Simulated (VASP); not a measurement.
TlCl (CsCl type): the lattice constant a from VASP (plane waves, PAW) at several levels of theory. Static lattice.

| level | lattice constant a (Å) |
|---|---|
| LDA | 3.696 |
| PBE | 3.900 |
| PBEsol | 3.769 |
| rev-vdW-DF2 | 3.822 |
| PBE0 | 3.877 |

The cell of the LDA run:

```yaml
crystal:
  lattice:
    - [3.69649, 0.00000, 0.00000]
    - [0.00000, 3.69649, 0.00000]
    - [0.00000, 0.00000, 3.69649]
  atoms:
    - { symbol: Tl, position: [0.00000, 0.00000, 0.00000] }
    - { symbol: Cl, position: [0.50000, 0.50000, 0.50000] }
```

Only levels that ran to the end are used. Left out are those held back, those with too coarse a band path, GW runs whose mesh misses a band edge, hybrids' fits of cells that aren't cubic and levels without matching references; a question may draw on a part of the rest.

The compound is TlCl in the CsCl type structure.
